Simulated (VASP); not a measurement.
Here is the system:

```xyz
6
Lattice="3.1188 0.0000 0.0000 -1.5594 2.7010 0.0000 0.0000 0.0000 20.3138" Properties=species:S:1:pos:R:3 pbc="T T T"
Mo     1.5594     0.9003     2.9891
Mo     0.0000     1.8007    17.3248
S      0.0000     1.8007     4.5418
S      1.5594     0.9003    15.7721
S      1.5594     0.9003    18.8806
S      0.0000     1.8007     1.4333
```

Calculation: LDA (Ceperley-Alder, Perdew-Zunger), VASP's LDA PAW potentials (set 64) (plane waves; VASP). Numerical set-up: 400 eV cut-off, 9×9×2 Γ-centred mesh, tetrahedra with Blöchl corrections, potentials Mo_sv S.

The cell holds a wide vacuum, so values per volume refer to the whole cell. The cores are frozen, which limits the accuracy of field gradients.

Q: Give the principal components of the electric field gradient (V/Å²) and the asymmetry η at each nucleus.

A: 
| atom | Vxx | Vyy | Vzz | η |
|---|---|---|---|---|
| Mo1 | 41.1 | 41.1 | -82.1 | 0.00 |
| Mo2 | 41.1 | 41.1 | -82.1 | 0.00 |
| S3 | 29.9 | 29.9 | -59.7 | 0.00 |
| S4 | 29.9 | 29.9 | -59.7 | 0.00 |
| S5 | 26.2 | 26.2 | -52.5 | 0.00 |
| S6 | 26.2 | 26.2 | -52.5 | 0.00 |

The cell is a sheet with vacuum, built from a database entry that may be metastable or hypothetical.
